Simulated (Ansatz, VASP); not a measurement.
# WS2 (Tungstenite) in two plane-wave programs

Aim: how closely do two programs agree when they are given the same cell, functional and k mesh? The cell is taken from a series of runs on this material, whose earlier steps may have relaxed, scaled, displaced or heated it; both programs get it as it stands.

Program: Ansatz 0.2.0. Level of theory: plane waves, with VASP 6.6.1 beside it; HSE06 form with 10 % exact exchange, screening 0.2078 1/A with an exact-exchange share of 0.1. Results are calculated unless marked as measured.

### Step 1. Starting point

It takes space group P6_3/mmc (No. 194, hexagonal). The conventional cell has a = 3.180 Å, b = 3.180 Å, c = 12.500 Å, α = 90.00°, β = 90.00°, γ = 120.00°. W has 6 S at 2.41 Å nearest. Nearest to S lie 3 W at 2.41 Å. Farther neighbours and most contacts between anions are not listed.

Structure file:

```cif
data_structure
_symmetry_space_group_name_H-M 'P6_3/mmc'
_symmetry_Int_Tables_number 194
_cell_length_a 3.1800
_cell_length_b 3.1800
_cell_length_c 12.5000
_cell_angle_alpha 90.000
_cell_angle_beta 90.000
_cell_angle_gamma 120.000
_cell_volume 109.47
loop_
_atom_site_label
_atom_site_type_symbol
_atom_site_symmetry_multiplicity
_atom_site_Wyckoff_symbol
_atom_site_fract_x
_atom_site_fract_y
_atom_site_fract_z
_atom_site_occupancy
W1 W 2 c 0.33333 0.66667 0.25000 1
S1 S 4 f 0.33333 0.66667 0.62500 1
```

### Step 2. VASP: G0W0 gap, HSE06 form with 10 % exact exchange, screening 0.2078 1/A with an exact-exchange share of 0.1

Quasiparticle shifts depend on high empty states and on the cores, so they are the hardest test of two PAW sets.

Lines of VASP's logs that name or quote its potential files are left out, and so is its time.

The run reads the wave functions of an earlier VASP run, which isn't shown here.

INCAR reads:

```
SYSTEM = WS2
PREC = Accurate
ENCUT = 340
ISMEAR = 0
SIGMA = 0.01
LREAL = .FALSE.
LHFCALC = .TRUE.
AEXX = 0.1
GGA = PE
HFSCREEN = 0.2078
LASPH = .TRUE.
NBANDS = 488
PRECFOCK = Fast
ALGO = EVGW0
NELMGW = 1
ENCUTGW = 150
NOMEGA = 64
NBANDSGW = 40
LWAVE = .FALSE.
LCHARG = .FALSE.
```

POSCAR reads:

```
WS2
1.0
    3.1800000000      0.0000000000      0.0000000000
   -1.5900000000      2.7539607840      0.0000000000
    0.0000000000      0.0000000000     12.5000000000
W S
2 4
Direct
    0.3333333333      0.6666666667      0.2500000000
    0.6666666667      0.3333333333      0.7500000000
    0.3333333333      0.6666666667      0.6250000000
    0.6666666667      0.3333333333      0.1250000000
    0.3333333333      0.6666666667      0.8750000000
    0.6666666667      0.3333333333      0.3750000000
```

KPOINTS reads:

```
Automatic mesh
0
Gamma
6 6 2
0 0 0
```

The projector-augmented-wave data sets are W_sv_GW and S_GW (PBE family, release 64).

Launch:

```console
mpirun -np 8 vasp_std
```

Numbers of over 12 decimals in the logs are rounded to 6 here.

Log:

```text
[banner, memory and clock lines left out]
running    8 mpi-ranks, on    1 nodes
 distrk:  each k-point on    8 cores,    1 groups
 distr:  one band on    1 cores,    8 groups

 POSCAR found type information on POSCAR W S
 POSCAR found :  2 types and       6 ions
|                                                                             |
|           W    W    AA    RRRRR   N    N  II  N    N   GGGG   !!!           |
|           W    W   A  A   R    R  NN   N  II  NN   N  G    G  !!!           |
|           W    W  A    A  R    R  N N  N  II  N N  N  G       !!!           |
|           W WW W  AAAAAA  RRRRR   N  N N  II  N  N N  G  GGG   !            |
|           WW  WW  A    A  R   R   N   NN  II  N   NN  G    G                |
|           W    W  A    A  R    R  N    N  II  N    N   GGGG   !!!           |
|                                                                             |
|     For optimal performance we recommend to set                             |
|       NCORE = 2 up to number-of-cores-per-socket                            |
|     NCORE specifies how many cores store one orbital (NPAR=cpu/NCORE).      |
|     This setting can greatly improve the performance of VASP for DFT.       |
|     The default, NCORE=1 might be grossly inefficient on modern             |
|     multi-core architectures or massively parallel machines. Do your        |
|     Unfortunately you need to use the default for GW and RPA                |
|     calculations (for HF NCORE is supported but not extensively tested      |
|     yet).                                                                   |
|                                                                             |

|                                                                             |
|           W    W    AA    RRRRR   N    N  II  N    N   GGGG   !!!           |
|           W    W   A  A   R    R  NN   N  II  NN   N  G    G  !!!           |
|           W    W  A    A  R    R  N N  N  II  N N  N  G       !!!           |
|           W WW W  AAAAAA  RRRRR   N  N N  II  N  N N  G  GGG   !            |
|           WW  WW  A    A  R   R   N   NN  II  N   NN  G    G                |
|           W    W  A    A  R    R  N    N  II  N    N   GGGG   !!!           |
|                                                                             |
|     The default for ENCUTGWSOFT is different in this version of VASP.       |
|     please manually set ENCUTGWSOFT =150 in the INCAR file.                 |
|                                                                             |

 LDA part: xc-table for (Slater+PW92), standard interpolation
 found WAVECAR, reading the header
 POSCAR, INCAR and KPOINTS ok, starting setup
 FFT: planning ... GRIDC
 FFT: planning ... GRID_SOFT
 FFT: planning ... GRID
 reading WAVECAR
 the WAVECAR file was read successfully
 initial charge from wavefunction
 available memory per node:     13.09 GB, setting MAXMEM to     13408

 The Fermi energy was updated, please check that it is located mid-gap
 values below the HOMO (VB) or above the LUMO (CB) will cause erroneous energies
 E-fermi :   7.9821

 calculate exact exchange contribution
 the WAVEDER file was read successfully
|                                                                             |
|           W    W    AA    RRRRR   N    N  II  N    N   GGGG   !!!           |
|           W    W   A  A   R    R  NN   N  II  NN   N  G    G  !!!           |
|           W    W  A    A  R    R  N N  N  II  N N  N  G       !!!           |
|           W WW W  AAAAAA  RRRRR   N  N N  II  N  N N  G  GGG   !            |
|           WW  WW  A    A  R   R   N   NN  II  N   NN  G    G                |
|           W    W  A    A  R    R  N    N  II  N    N   GGGG   !!!           |
|                                                                             |
|     Automatic setting of frequency mesh for GW failed. Frequency mesh       |
|     properly not suitable for determining QP energies. Consider             |
|     increasing number of kpoints.                                           |
|                                                                             |

energies w=
    0.000    0.000    0.836    0.000    1.669    0.000    2.499    0.000
    3.324    0.000    4.142    0.000    4.952    0.000    5.753    0.000
    6.543    0.000    7.324    0.000    8.093    0.000    8.853    0.000
    9.601    0.000   10.340    0.000   11.070    0.000   11.791    0.000
   12.504    0.000   13.211    0.000   13.913    0.000   14.610    0.000
   15.304    0.000   15.997    0.000   16.690    0.000   17.384    0.000
   18.082    0.000   18.784    0.000   19.493    0.000   20.211    0.000
   20.940    0.000   21.682    0.000   22.439    0.000   23.215    0.000
   24.012    0.000   24.832    0.000   25.682    0.000   26.562    0.000
   27.479    0.000   28.438    0.000   29.444    0.000   30.503    0.000
   31.623    0.000   32.813    0.000   34.083    0.000   35.445    0.000
   36.913    0.000   38.504    0.000   40.238    0.000   42.138    0.000
   44.236    0.000   46.568    0.000   49.181    0.000   52.132    0.000
   55.498    0.000   59.375    0.000   63.897    0.000   69.239    0.000
   75.652    0.000   83.493    0.000   93.297    0.000  105.898    0.000
  122.676    0.000  146.089    0.000  180.983    0.000  238.418    0.000
 responsefunction array rank=     480
 LDA part: xc-table for (Slater+PW92), standard interpolation

 min. memory requirement per mpi rank    577.5 MB, per node   4620.1 MB

 allocating   8 responsefunctions rank=   480
 shmem allocating  64 responsefunctions rank=   480
 response function shared by NCSHMEM nodes    1
 Doing            8  frequencies on each core in blocks of           64
NQ=   1    0.0000    0.0000    0.0000,
|.........|.........|.........|.........|.........|.........|.........|.........
 performed       2276000 updates of chi_q(r,r)
 total number of BLAS operations       3903.72 Gflops
NQ=   2    0.1667    0.0000    0.0000,
|.........|.........|.........|.........|.........|.........|.........|.........
 performed       6348000 updates of chi_q(r,r)
 total number of BLAS operations      10412.91 Gflops
NQ=   3    0.3333    0.0000    0.0000,
|.........|.........|.........|.........|.........|.........|.........|.........
 performed      10420000 updates of chi_q(r,r)
 total number of BLAS operations      17306.21 Gflops
NQ=   4    0.5000    0.0000    0.0000,
|.........|.........|.........|.........|.........|.........|.........|.........
 performed      13477000 updates of chi_q(r,r)
 total number of BLAS operations      22258.69 Gflops
NQ=   5    0.1667    0.1667    0.0000,
|.........|.........|.........|.........|.........|.........|.........|.........
 performed      17549000 updates of chi_q(r,r)
 total number of BLAS operations      28826.25 Gflops
NQ=   6    0.3333    0.1667    0.0000,
|.........|.........|.........|.........|.........|.........|.........|.........
 performed      22089000 updates of chi_q(r,r)
 total number of BLAS operations      36445.90 Gflops
NQ=   7    0.3333    0.3333    0.0000,
|.........|.........|.........|.........|.........|.........|.........|.........
 performed      24755000 updates of chi_q(r,r)
 total number of BLAS operations      41299.89 Gflops
NQ=   8    0.0000    0.0000    0.5000,
|.........|.........|.........|.........|.........|.........|.........|.........
 performed      27031000 updates of chi_q(r,r)
 total number of BLAS operations      45288.38 Gflops
NQ=   9    0.1667    0.0000    0.5000,
|.........|.........|.........|.........|.........|.........|.........|.........
 performed      31103000 updates of chi_q(r,r)
 total number of BLAS operations      51826.72 Gflops
NQ=  10    0.3333    0.0000    0.5000,
|.........|.........|.........|.........|.........|.........|.........|.........
 performed      35175000 updates of chi_q(r,r)
 total number of BLAS operations      58780.09 Gflops
NQ=  11    0.5000    0.0000    0.5000,
|.........|.........|.........|.........|.........|.........|.........|.........
 performed      38232000 updates of chi_q(r,r)
 total number of BLAS operations      63776.69 Gflops
NQ=  12    0.1667    0.1667    0.5000,
|.........|.........|.........|.........|.........|.........|.........|.........
 performed      42304000 updates of chi_q(r,r)
 total number of BLAS operations      70141.07 Gflops
NQ=  13    0.3333    0.1667    0.5000,
|.........|.........|.........|.........|.........|.........|.........|.........
 performed      46844000 updates of chi_q(r,r)
 total number of BLAS operations      77961.67 Gflops
NQ=  14    0.3333    0.3333    0.5000,
|.........|.........|.........|.........|.........|.........|.........|.........
 performed      49510000 updates of chi_q(r,r)
 total number of BLAS operations      82397.67 Gflops
 resolving degeneracies of screened two electron integrals

 calculate QP shifts <psi_nk| G(iteration)W_0 |psi_nk>: iteration 1
 entering main loop
```

Parts of OUTCAR (step 2):

```text
ion  position               nearest neighbor table
   1  0.333  0.667  0.250-   4 2.41   6 2.41   4 2.41   6 2.41   4 2.41   6 2.41
   2  0.667  0.333  0.750-   3 2.41   5 2.41   3 2.41   5 2.41   3 2.41   5 2.41
   3  0.333  0.667  0.625-   2 2.41   2 2.41   2 2.41
   4  0.667  0.333  0.125-   1 2.41   1 2.41   1 2.41
   5  0.333  0.667  0.875-   2 2.41   2 2.41   2 2.41
   6  0.667  0.333  0.375-   1 2.41   1 2.41   1 2.41

  LATTYP: Found a hexagonal cell.
 ALAT       =     3.1800000000
 C/A-ratio  =     3.9308176101

 Subroutine GETGRP returns: Found 24 space group operations
 (whereof 12 operations were pure point group operations)

The static configuration has the point symmetry D_3d.
 The point group associated with its full space group is D_6h.

 Found     14 irreducible k-points:

   k-points           NKPTS =     14   k-points in BZ     NKDIM =     72   number of bands    NBANDS=    488

   dimension x,y,z NGX =    20 NGY =   20 NGZ =   80
   dimension x,y,z NGXF=    40 NGYF=   40 NGZF=  160

   ENCUT  =  340.0 eV  24.99 Ry    5.00 a.u.   4.78  4.78 18.79*2*pi/ulx,y,z

   NELECT =      52.0000    total number of electrons

  energy-cutoff  :      340.00
  volume of cell :      109.47
      direct lattice vectors                 reciprocal lattice vectors
     3.180000000  0.000000000  0.000000000     0.314465409  0.181556688  0.000000000
    -1.590000000  2.753960784  0.000000000     0.000000000  0.363113377  0.000000000
     0.000000000  0.000000000 12.500000000     0.000000000  0.000000000  0.080000000

 k-points in reciprocal lattice and weights: Automatic mesh
   0.00000000  0.00000000  0.00000000       0.014
   0.16666667  0.00000000  0.00000000       0.083
   0.33333333  0.00000000  0.00000000       0.083
   0.50000000  0.00000000  0.00000000       0.042
   0.16666667  0.16666667  0.00000000       0.083
   0.33333333  0.16666667  0.00000000       0.167
   0.33333333  0.33333333  0.00000000       0.028
   0.00000000  0.00000000  0.50000000       0.014
   0.16666667  0.00000000  0.50000000       0.083
[...]
0.33333333  0.16666667  0.50000000       0.167
   0.33333333  0.33333333  0.50000000       0.028

 E-fermi :   7.9821

 QP shifts <psi_nk| G(iteration)W_0 |psi_nk>: iteration 1
 for sc-GW calculations column KS-energies equals QP-energies in previous step
 and V_xc(KS)=  KS-energies - (<T + V_ion + V_H > + <T+V_H+V_ion>^1  + <V_x>^1)
 k-point   1 :       0.0000    0.0000    0.0000
  band No.  KS-energies  QP-energies   sigma(KS)   V_xc(KS)     V^pw_x(r,r')   Z            occupation Imag(sigma)
    ...
     23       4.9863       4.7092     -15.7192     -15.3597     -17.1562       0.7710       2.0000       0.1972
     24       5.6639       5.2354     -14.5083     -13.9534     -16.3472       0.7722       2.0000       0.2176
     25       6.2271       5.9883     -14.4860     -14.1776     -15.2886       0.7742       2.0000       0.1564
     26       7.3557       7.1704     -15.5206     -15.2810     -15.9079       0.7730       2.0000       0.1026
     27       9.8698      10.1799     -14.3476     -14.7477     -10.2266       0.7749       0.0000      -0.2476
     28       9.8698      10.1799     -14.3476     -14.7477     -10.2266       0.7749       0.0000      -0.2476
     29       9.8782      10.1825     -14.2813     -14.6740     -10.1496       0.7749       0.0000      -0.2483
     30       9.8782      10.1825     -14.2813     -14.6740     -10.1496       0.7749       0.0000      -0.2483
    ...

 k-point   2 :       0.1667    0.0000    0.0000
  band No.  KS-energies  QP-energies   sigma(KS)   V_xc(KS)     V^pw_x(r,r')   Z            occupation Imag(sigma)
    ...
     23       4.9058       4.4979     -14.3950     -13.8662     -16.2839       0.7714       2.0000       0.2311
     24       5.7507       5.3396     -14.5370     -14.0045     -16.3453       0.7718       2.0000       0.2111
     25       6.1300       5.9146     -14.8524     -14.5735     -15.7647       0.7723       2.0000       0.1647
     26       6.5138       6.3100     -15.1557     -14.8917     -15.9065       0.7720       2.0000       0.1424
     27       9.1594       9.3516     -13.7560     -14.0033      -9.9227       0.7771       0.0000      -0.2276
     28       9.5892       9.8337     -14.4226     -14.7400     -10.5358       0.7703       0.0000      -0.2452
     29       9.7283      10.0336     -14.2280     -14.6188      -9.9966       0.7813       0.0000      -0.2475
     30       9.7900      10.0421     -14.6175     -14.9458     -10.6127       0.7678       0.0000      -0.2608
    ...

 k-point   3 :       0.3333    0.0000    0.0000
  band No.  KS-energies  QP-energies   sigma(KS)   V_xc(KS)     V^pw_x(r,r')   Z            occupation Imag(sigma)
    ...
     23       4.9460       4.5349     -14.5624     -14.0246     -16.6341       0.7645       2.0000       0.2527
     24       4.9920       4.6596     -15.0827     -14.6513     -16.8894       0.7706       2.0000       0.2251
     25       5.2998       5.0574     -14.3971     -14.0841     -15.6219       0.7743       2.0000       0.2073
     26       5.5464       5.3188     -14.7000     -14.4058     -15.8803       0.7735       2.0000       0.1954
     27       9.2701       9.4887     -14.0906     -14.3724     -10.0615       0.7757       0.0000      -0.2465
     28       9.4574       9.7537     -15.2102     -15.5959     -11.0617       0.7682       0.0000      -0.2599
     29       9.5973       9.8959     -15.3413     -15.7313     -11.1366       0.7658       0.0000      -0.2689
     30      10.0041      10.2688     -14.8150     -15.1596     -10.5441       0.7682       0.0000      -0.2907
    ...

 k-point   4 :       0.5000    0.0000    0.0000
  band No.  KS-energies  QP-energies   sigma(KS)   V_xc(KS)     V^pw_x(r,r')   Z            occupation Imag(sigma)
    ...
     23       5.2178       4.8378     -14.6623     -14.1703     -16.4784       0.7726       2.0000       0.2171
     24       5.3830       5.0137     -14.8128     -14.3354     -16.5668       0.7735       2.0000       0.2090
     25       5.5937       5.2704     -13.9686     -13.5544     -15.2695       0.7804       2.0000       0.1911
     26       5.7626       5.4823     -14.3678     -14.0074     -15.5734       0.7778       2.0000       0.1834
     27       9.8080      10.1496     -16.1622     -16.6113     -11.6446       0.7607       0.0000      -0.3004
     28       9.8479      10.1884     -16.1826     -16.6307     -11.6420       0.7600       0.0000      -0.3040
     29      10.1778      10.4487     -15.2098     -15.5640     -10.6650       0.7649       0.0000      -0.3241
     30      10.3999      10.6959     -15.8995     -16.2885     -11.2015       0.7608       0.0000      -0.3484
    ...

[... 4 further parts left out ...]
```

This run has no spin polarisation, so a moment on W, if there is one, isn't seen.

(Part 1 of 2 ends here.)

[Lines on the potential files, build, host, timing and source positions are cut from VASP's logs without a mark.]

[Logs are printed without paths, hosts, clocks, repeated set-up lines and the standing remarks that a program may print on its own settings, such as how far it seeks lower states.]

[Hosts, paths, dates, database ids (printed as entryN), source tags and the programs' standing remarks are cut or masked in the printed files.]
